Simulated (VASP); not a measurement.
An input for Ansatz (written as the equivalent of a VASP run, and not itself run):

Ansatz 0.2 input:
```yaml
crystal:
  lattice:
    - [0.0000000, 1.8804490, 1.8804490]
    - [1.8804490, 0.0000000, 1.8804490]
    - [1.8804490, 1.8804490, 0.0000000]
  atoms:
    - { symbol: Ir, position: [0.0000000, 0.0000000, 0.0000000] }
kpoints:
  mp_grid: { grid: [16, 16, 16] }
hamiltonian:
  xc: pbe
  dispersion: d4
  pseudopotentials: { kind: paw }
scf:
  occupations: { method: methfessel_paxton, width: 0.1 }
  max_iter: 100
output: { forces: true, stress: true, eigenvalues: true }
```

Task: Translate this input to VASP (INCAR, KPOINTS, POSCAR, choice of POTCAR).

Result: This is not unique; one that fits is 
POSCAR:
```
Ir
1
    0.0000000000     1.8804489735     1.8804489735
    1.8804489735     0.0000000000     1.8804489735
    1.8804489735     1.8804489735     0.0000000000
Ir
1
Direct
  0.0000000000   0.0000000000   0.0000000000
```

INCAR:
```
SYSTEM = Ir
PREC = Accurate
ENCUT = 520
EDIFF = 1E-7
NELM = 100
ALGO = Normal
LREAL = .FALSE.
LASPH = .TRUE.
ISMEAR = 1
SIGMA = 0.1
GGA = PE
IVDW = 13
LMAXMIX = 6
LWAVE = .FALSE.
LCHARG = .FALSE.
ISIF = 2
```

File KPOINTS:
```
Automatic mesh
0
Gamma
16 16 16
0 0 0
```

POTCAR, in this order: Ir (PBE.64 set). Program: vasp_std.

What does not carry over: each code has its own PAW files, so the cut-off isn't converted (ENCUT is set for VASP's; basis.ecutwfc is left out, and Ansatz then takes the one that its files recommend); Ansatz stops its SCF on the density residual and VASP on the energy change (EDIFF).

The compound is Ir in the fcc structure. This cell is one point of a volume scan, at 0.94 of the reference volume.
